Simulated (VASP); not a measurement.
Zr3MoC: changing the choice of potentials or basis

```
Zr Mo C
1.0
     4.94251    0.00000    0.00000
     0.00000    4.94251    0.00000
     0.00000    0.00000    4.94251
Zr Mo C
3 1 1
Direct
  0.50000 0.00000 0.00000
  0.00000 0.50000 0.00000
  0.00000 0.00000 0.50000
  0.00000 0.00000 0.00000
  0.50000 0.50000 0.50000
```

The cell comes from a database or a generator and needn't be the stable form of this composition.

Kept alike: task band structure; functional PBE; k mesh 5 × 5 × 5; occupations fermi-dirac, width 0.05 eV; no spin polarisation. Program: VASP, cutoff 900 eV. The mesh is that of the run's cell of 5 atoms. No spin-orbit coupling.

| choice of potentials or basis | pressure (GPa) |
| --- | --- |
| C, Mo, Zr_sv | 1.51 |
| C, Mo_pv, Zr_sv | 1.03 |
| C, Mo_sv, Zr_sv | 1.03 |
| C_GW, Mo_sv_GW, Zr_sv_GW | 0.71 |
| C_s, Mo_sv, Zr_sv | 1.03 |

Pressure is positive in compression; the values hold the error of the finite cutoff, so their zero can differ a little from the energy's minimum. For a metal such a mesh leaves the last digits unconverged. Runs of this series that gave no sound value for these columns are left out.

What does the choice of potentials or basis change here?

The pressure runs from 0.71 (C_GW, Mo_sv_GW, Zr_sv_GW) to 1.51 GPa (C, Mo, Zr_sv).
